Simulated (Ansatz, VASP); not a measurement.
## One calculation of Sr2SO, two programs

```xyz
4
Lattice="4.0432 0.0000 0.0000 0.0000 4.0432 0.0000 0.0000 0.0000 5.7180" Properties=species:S:1:pos:R:3 pbc="T T T"
Sr    0.0000    0.0000    0.0000
Sr    2.0216    2.0216    2.8590
S     0.0000    0.0000    2.8590
O     2.0216    2.0216    0.0000
```

Alike in both runs: task single point; functional PBE; k mesh 4 × 4 × 4; no spin polarisation.

|  | VASP | Ansatz |
| --- | --- | --- |
| version | VASP 6.6.1 | Ansatz 0.2.0 |
| potentials or method | VASP PAW PBE potentials, release 64 (Sr_sv, S, O) | scalar-relativistic, plane waves, PAW |
| plane-wave cutoff (eV) | 520 | 420 |
| occupations | fermi-dirac, width 0.025852 eV | fermi-dirac |
| valence electrons in the cell | 32 | 32 |

|  | VASP | Ansatz | Ansatz less VASP |
| --- | --- | --- | --- |
| gap on the k mesh at the Fermi level (eV) | 2.19 | 2.21 | +0.023 |
| least direct gap on the mesh (eV) | 2.19 | 2.21 | +0.023 |
| pressure (GPa) | 0.0 | -0.2 | -0.21 |

A k mesh can miss the band edges.
